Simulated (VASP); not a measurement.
```yaml
crystal:
  lattice:
    - [4.01282, 0.00000, 0.00000]
    - [0.00000, 4.01282, 0.00000]
    - [0.00000, 0.00000, 4.01282]
  atoms:
    - { symbol: Ti, position: [0.00000, 0.50000, 0.50000] }
    - { symbol: Ti, position: [0.50000, 0.50000, 0.00000] }
    - { symbol: Ti, position: [0.50000, 0.00000, 0.50000] }
    - { symbol: Be, position: [0.00000, 0.00000, 0.00000] }
```

Level of theory: PBE GGA, VASP's PBE PAW potentials (set 64) (plane waves; VASP). Numerical set-up: 300 eV cut-off, 6×6×6 Γ-centred mesh, Fermi-Dirac smearing of 0.10 eV, potentials Ti_sv Be.

Give the energies of bands 13 to 22 at the high-symmetry points, in eV from the Fermi level.

| band | Γ | X | M | R |
|---|---|---|---|---|
| 13 | -6.40 | -4.32 | -3.17 | -3.65 |
| 14 | -3.00 | -4.00 | -2.56 | -1.73 |
| 15 | -1.24 | -1.81 | -2.56 | -1.73 |
| 16 | -1.24 | -0.87 | -1.38 | -1.73 |
| 17 | -1.01 | -0.87 | -1.05 | -0.39 |
| 18 | -1.01 | -0.58 | -0.23 | -0.39 |
| 19 | -1.01 | 0.10 | -0.02 | -0.39 |
| 20 | 1.65 | 0.65 | -0.02 | 0.84 |
| 21 | 1.65 | 0.65 | 0.85 | 0.84 |
| 22 | 1.65 | 1.24 | 0.85 | 0.84 |

It has no gap at this level: it comes out as a metal or semimetal.

The structure was generated: Ti3Be was put into an ordered model structure, which need not be its known phase. The cell was not relaxed at this level.
